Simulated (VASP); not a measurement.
```
BP
1.0
    0.00000     2.31540     2.31540
    2.31540     0.00000     2.31540
    2.31540     2.31540     0.00000
B P
1 1
Cartesian
  0.00000   0.00000   0.00000
  1.15770   1.15770   1.15770
```

Method: PBE GGA, VASP's PBE PAW potentials (set 64) (plane waves; VASP). Settings: 520 eV cut-off, 7×7×7 Γ-centred mesh, Gaussian smearing of 0.050 eV, potentials B P.

Question: Estimate the energy per atom (σ→0), pressure.

Answer: 
```
Item                           Result
---------------------  --------------
energy per atom (σ→0)  -6.446 eV/atom
pressure                    -8.02 GPa
```

Only differences to runs with the same potentials and settings are physical.

The compound is BP in the zinc blende structure. The cell was not relaxed at this level.
